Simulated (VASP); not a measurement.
Given:

```
WB
1.0
    3.75413     0.00000     0.00000
   -1.87707     3.25118     0.00000
    0.00000     0.00000     4.35369
W B
2 2
Direct
  0.33333   0.66667   0.93753
  0.66667   0.33333   0.43753
  0.33333   0.66667   0.43747
  0.66667   0.33333   0.93747
```

All values below come from PBE GGA, VASP's PBE PAW potentials (set 64) (plane waves; VASP). Numerical set-up: 520 eV cut-off, 11×11×8 Γ-centred mesh, tetrahedra with Blöchl corrections, potentials W_sv B.

Unless said otherwise, spin-orbit coupling is left out, though it shifts the bands of the heavy elements here.

What does the run give for the energy per atom (σ→0), band gap (on the k-mesh) with the smallest direct gap where there is one?

```json
{
  "band gap (on the k-mesh)": "none (metal, semimetal or under 0.01 eV)",
  "energy per atom (σ→0)": "-9721 meV/atom"
}
```

The structure was generated: WB was put into the wurtzite type (P6_3mc), which need not be its known phase. It was relaxed first, which changed the volume by -42 %. The relaxed cell has space group P6_3/mmc.
